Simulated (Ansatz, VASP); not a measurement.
# Zn2SeS in two plane-wave programs, part 2 of 2

Wanted: the spread between two codes on one cell, functional and k mesh. The cell is taken from a series of runs on this material, whose earlier steps may have relaxed, scaled, displaced or heated it; both programs get it as it stands.

VASP 6.6.1 and Ansatz 0.2.0.

So far: The structure; VASP: zone-centre phonons, PBEsol with D4.

## 3. Ansatz: zone-centre phonons, PBEsol with D4

Level of this step: Ansatz beside VASP: Kohn-Sham DFT, plane waves, PBEsol with D4 (Ansatz).

Ansatz runs on its default PAW (the set named soft_2) files.

The same cell, functional, mesh and smearing now go to Ansatz, which takes its cutoff from its data sets.

Contents of input.yaml:

```yaml
crystal:
  lattice:
    - [3.8613663361, 0.0, 0.0]
    - [0.0, 3.8613663361, 0.0]
    - [0.0, 0.0, 5.4597651621]
  atoms:
    - { symbol: Zn, position: [0.5, 0.0, 0.7635396844] }
    - { symbol: Zn, position: [0.0, 0.5, 0.2364603156] }
    - { symbol: Se, position: [0.0, 0.0, 0.5] }
    - { symbol: S, position: [0.5, 0.5, 0.0] }
total_charge: -0.04
kpoints:
  mp_grid: { grid: [10, 10, 6] }
hamiltonian:
  xc: pbesol
  dispersion: d4
scf:
  occupations: { method: fermi_dirac, width: 0.05 }
  n_extra_bands: 10
output:
  eigenvalues: true
phonons:
  method: dfpt
```

Started as:

```bash
ansatz run input.yaml --threads 4 --pin off --max-ram 8192MiB --backend cpu --events-out ev --progress --plain --runs-dir out
```

Numbers of over 12 decimals in the logs are rounded to 6 here.

The log of the run:

```text
scf.n_extra_bands = 10 over 24 filled bands (N_el = 46.0): the run solves 34 bands
zone centre: on kpoints.mp_grid the ground state, and the responses unless they are solved on pairs of k-points, stand on 144 of the mesh's 600 k-points, reduced under 4 symmetry operations, with k and −k counted as one. Each operation leaves every solved displacement unchanged or reverses it
Engine: ansatz 0.2.0, aarch64-unknown-linux-gnu
Pseudopotentials: kind: paw
Pseudopotential: Zn, paw, valence charge 12, recommended cutoff 420 eV (normal), Zn.paw.azcp
Pseudopotential: Se, paw, valence charge 16, recommended cutoff 420 eV (normal), Se.paw.azcp
Pseudopotential: S, paw, valence charge 6, recommended cutoff 420 eV (normal), S.paw.azcp
Functional definition: PBEsol
  exchange = pbesol_x
  correlation = pbesol_c
Crystal: 4 atoms, lattice volume = 81.406 Å³
Basis set: ecut = 420 eV, 1611 PW (Γ), exchange–correlation on 54×54×80 points (8 copies of the dense FFT grid, shifted against one another)
Bands: 34, of which v1, the nominal top of the filled ones, is band 23 counted from 1 (22 counted from 0)
Symmetry: 8 space group operations
k-points: 144 of 600 (irreducible under 4 space group operations, time reversal used)
Non-local potential: Zn, projectors of the file, l = 0: 2, l = 1: 2, l = 2: 3, l = 3: 1
Non-local potential: Se, projectors of the file, l = 0: 2, l = 1: 2, l = 2: 3, l = 3: 1
Non-local potential: S, projectors of the file, l = 0: 2, l = 1: 2, l = 2: 2
PAW form: soft (Blöchl's): semilocal exchange-correlation on the pseudo side does not see the compensation charge
PAW frozen core: Zn, regenerated for the run's functional, and the local potential with it (the file was generated under x = pbe(κ = 0.804, μ = 0.219515), c = pbe(β = 0.066725))
PAW frozen core: Se, regenerated for the run's functional, and the local potential with it (the file was generated under x = pbe(κ = 0.804, μ = 0.219515), c = pbe(β = 0.066725))
PAW frozen core: S, regenerated for the run's functional, and the local potential with it (the file was generated under x = pbe(κ = 0.804, μ = 0.219515), c = pbe(β = 0.066725))
PAW one-centre angular grid: Zn, 590 points (default); XC on 64 Gauss nodes
PAW one-centre angular grid: Se, 590 points (default); XC on 64 Gauss nodes
PAW one-centre angular grid: S, 110 points (default); XC on 64 Gauss nodes
Initial density: superposition of atomic densities (neutral atoms scaled as one to the charged cell's electrons: chi_scale 0, normalization atom), corrected by the library's trained network
Initial wavefunctions: pseudopotential atomic-orbital guess
Functional: x = pbesol(κ = 0.804, μ = 0.123457), c = pbesol(β = 0.046)
SCF iter   1: F=—  HF=-12874.251622 eV  |F-HF|=—  |Δ(HF+E_count)|=         —  Δρ=8.11e-3  dr2=4.14e-2  ethr=1.77e-3  ⟨swp⟩=6.3  Hψ=23668  notcnv=0  defer=112
preconditioner: auto → Resta (q_TF=auto, 2.481 Å⁻¹)  ε∞=4.4  [insulator: Δε(μ)=0.198 eV  Ē_g=13.372 eV  σ=0.050 eV  W_gap=0.56  n_scr=20 (ndim 8)  ℏωp=24.7 eV  f_vac=0.059  D(μ)=0.21/eV (n_scr^D=0)  ε∞_Penn≈4.4]
SCF iter   2: F=—  HF=-12874.238979 eV  |F-HF|=—  |Δ(HF+E_count)|=   1.26e-2  Δρ=2.15e-3  dr2=6.97e-3  ethr=8.99e-5  ⟨swp⟩=2.0  Hψ=9452  notcnv=0  defer=484
SCF iter   3: F=—  HF=-12874.236459 eV  |F-HF|=—  |Δ(HF+E_count)|=   2.52e-3  Δρ=1.82e-3  dr2=2.60e-3  ethr=1.51e-5  ⟨swp⟩=2.0  Hψ=7767  notcnv=0  defer=484
SCF iter   4: F=—  HF=-12874.235788 eV  |F-HF|=—  |Δ(HF+E_count)|=   6.71e-4  Δρ=5.16e-4  dr2=1.78e-4  ethr=5.66e-6  ⟨swp⟩=2.0  Hψ=6683  notcnv=0  defer=484
SCF iter   5: F=—  HF=-12874.235888 eV  |F-HF|=—  |Δ(HF+E_count)|=   1.00e-4  Δρ=1.72e-4  dr2=2.60e-5  ethr=3.87e-7  ⟨swp⟩=2.2  Hψ=6872  notcnv=0  defer=484
SCF iter   6: F=—  HF=-12874.235906 eV  |F-HF|=—  |Δ(HF+E_count)|=   1.80e-5  Δρ=4.17e-5  dr2=1.55e-6  ethr=5.65e-8  ⟨swp⟩=2.0  Hψ=7730  notcnv=0  defer=484
SCF iter   7: F=—  HF=-12874.235905 eV  |F-HF|=—  |Δ(HF+E_count)|=   8.18e-7  Δρ=1.89e-5  dr2=2.68e-7  ethr=3.36e-9  ⟨swp⟩=2.0  Hψ=7741  notcnv=0  defer=484
SCF iter   8: F=—  HF=-12874.235906 eV  |F-HF|=—  |Δ(HF+E_count)|=   3.89e-7  Δρ=7.41e-6  dr2=4.11e-8  ethr=5.82e-10  ⟨swp⟩=2.0  Hψ=7743  notcnv=0  defer=484
SCF iter   9: F=—  HF=-12874.235906 eV  |F-HF|=—  |Δ(HF+E_count)|=   1.49e-8  Δρ=1.21e-6  dr2=1.02e-9  ethr=8.93e-11  ⟨swp⟩=2.0  Hψ=7740  notcnv=0  defer=484
SCF iter  10: F=—  HF=-12874.235906 eV  |F-HF|=—  |Δ(HF+E_count)|=   1.40e-9  Δρ=2.66e-7  dr2=9.08e-11  ethr=2.22e-12  ⟨swp⟩=2.0  Hψ=7657  notcnv=0  defer=484
SCF iter  11: F=—  HF=-12874.235906 eV  |F-HF|=—  |Δ(HF+E_count)|=  8.37e-11  Δρ=1.66e-7  dr2=1.98e-11  ethr=1.00e-12  ⟨swp⟩=11.1  Hψ=27074  notcnv=0
SCF iter  12: F=-12874.235906 eV  HF=-12874.235906 eV  |F-HF|=5.46e-12  |Δ(HF+E_count)|=  5.46e-12  Δρ=4.14e-8  dr2=1.29e-12  ethr=1.00e-12  ⟨swp⟩=5.6  Hψ=19360  notcnv=0
SCF 1 converged in 12 iterations: F = -12874.235906 eV  dr2 = 1.29e-12
  greatest PAW one-centre occupation: 1.000 electrons in one spin orbital (limit 2), on the Se atom at site 2 (counted from 0), in its partial waves of l = 2
DFPT response loops at Γ: preconditioner auto → Kerker (q_TF=auto, 2.481 Å⁻¹) (partly filled bands, converged f_vac=0.045); β = 1.00, the filter's whole step (`scf.mixing.beta` (0.50) is not read by the response loops under this deck's `scf.mixing.preconditioner`; to damp them name `kerker` or `kerker_dos`, under which they read `scf.mixing.beta`, and type it under 1.00, their step now; both keys bind the ground state too); Broyden in place of MSR1
SCF converged after 12 iterations
Free energy (F): -12874.235906 eV
Harris-Foulkes:  -12874.235906 eV  (|F-HF|=5.46e-12)
Internal energy: -12874.234347 eV  (E = F + TS)
E sigma→0 (E₀):  -12874.235126 eV
Entropy (-TS):   -0.001559 eV (-0.390 meV/atom)
Fermi energy:    9.357891 eV
--- Per-component energies (eV) ---
  E_band       = -363.831747
  E_kinetic    = 490.557861
  E_local      = -6508.801394  (includes V_loc(G=0)·N_el)
  E_nonlocal   = 666.048069
  E_hartree    = 2929.358362
  E_xc         = -472.359435
  E_vxc        = -292.536404  (∫ρ·V_xc dr)
  E_paw        = -6033.027582  (= ΣΔE_a)
  E_vpaw       = -577.815242  (= ΣTr[D̂ρ^β])
  E_aug_tail   = -0.001306  (compensation charges beyond the density's cutoff)
  E_ewald      = -3947.924479
  E_disp       = -0.749553  (pairwise vdW)
  E_core_change = 2.665110  (= ΣΔE_core)
  E_smearing   = -0.001559  (= −TS)
  E_closure    = 0.000000  (closes the sum)
  E_deformation_potential = -0.508449  (in the stress; not in F)
  Σ components = -12874.235906   (vs F -12874.235906, Δ=0.00e0)
--- Band table (eV; the first three rows and the last of 144) ---
  k-point 0: bands = [... 19 lower, 4.3485, 6.7624, 6.8256, 6.8256, 8.4464, 9.7440, 10.3885, 12.7632, ... 7 higher]
  k-point 1: bands = [... 19 lower, 4.4703, 6.0722, 6.6159, 6.6159, 9.1731, 9.9040, 10.5216, 12.4122, ... 7 higher]
  k-point 2: bands = [... 19 lower, 4.7959, 4.9972, 6.1321, 6.1321, 10.0736, 10.5305, 10.8259, 11.6749, ... 7 higher]
  k-point 143: bands = [... 19 lower, 3.7136, 3.8361, 3.8361, 3.9093, 12.1591, 12.2649, 12.6629, 12.6629, ... 7 higher]
--- Phonons (Γ-DFPT): 7 representative perturbations + reference, on 144 of 600 k-points (Σ response iterations 24) ---
  k mesh reduced under 4 symmetry operations, with k and −k counted as one. Each operation leaves every solved displacement unchanged or reverses it
  ASR residual: 2.775e-5 → 0.000e0 eV/Å²; symmetrization residual: 8.063e-6 eV/Å²
  pairwise dispersion correction: d4 (s6 = 1.0, s8 = 1.71885698, s9 = 1.0, a1 = 0.47901421, a2_bohr = 5.96771589), with the weights of each atom's references fixed at the reference crystal's, and the forces and stress that the weights' published response gives there kept as a pressure on the atom's counted neighbours (hamiltonian.dispersion)
  ASR residual per site (eV/Å²): 1.97e-5 1.97e-5 2.60e-5 2.78e-5
  Γ frequencies (cm⁻¹): 0.00 0.00 0.00 75.07 75.07 207.12 218.39 224.57 224.57 292.29 295.26 295.26
  non-analytic LO–TO correction: not included (Born effective charges unavailable; polar crystals: no LO–TO splitting at Γ)
```

## 4. Side by side

Known differences besides the potentials themselves: the cutoff is 420 eV in Ansatz and 500 eV in VASP; Ansatz makes its cores anew for this functional, VASP keeps those of its PBE data sets; Ansatz takes the dispersion share of the force constants at frozen C6 weights, VASP differentiates the full forces; VASP uses finite displacements, Ansatz perturbation theory. Total energies have different zeros and are not compared.

Compared:

```csv
quantity,Ansatz,VASP,difference
optical mode 1 to 2 (cm⁻¹),75.1,71.4,+5.11 %
optical mode 3 (cm⁻¹),207.1,207.2,-0.05 %
optical mode 4 (cm⁻¹),218.4,219.4,-0.46 %
optical mode 5 to 6 (cm⁻¹),224.6,225.7,-0.51 %
optical mode 7 (cm⁻¹),292.3,292.8,-0.17 %
optical mode 8 to 9 (cm⁻¹),295.3,295.8,-0.19 %
```

Modes are paired by rising frequency, not by their patterns, so a pair may set unlike modes beside each other; they are those without the splitting of longitudinal modes. The cell carries a charge of -0.04 e against a uniform background, so its pressure also hangs on how the neutralising background is counted, and in a defect's cell a gap may be the spacing between its levels.

## 5. Summary of results

```json
{"r.m.s. difference of the optical zone-centre modes, each program's sorted by frequency (zone-centre phonons, PBEsol with D4)": "1.9 cm⁻¹", "difference in optical mode 1 to 2 (zone-centre phonons, PBEsol with D4)": "+5.1 %"}
```

**Reading.** The r.m.s. difference of the optical zone-centre modes, each program's sorted by frequency is 1.9 cm⁻¹ (zone-centre phonons, PBEsol with D4). The data sets hold unlike numbers of valence electrons (46.04 in Ansatz and 36.04 in VASP), so part of the differences comes from the potentials. Among the rows given in per cent, the largest difference of the zone-centre phonons, PBEsol with D4 pair is in optical mode 1 to 2, +5.1 %. How closely two codes agree says nothing of how well the functional describes the real material.

[Lines on the potential files, build, host, timing and source positions are cut from VASP's logs without a mark.]

[Logs are printed without paths, hosts, clocks, repeated set-up lines and the standing remarks that a program may print on its own settings, such as how far it seeks lower states.]

[Hosts, paths, dates, database ids (printed as entryN), source tags and the programs' standing remarks are cut or masked in the printed files.]
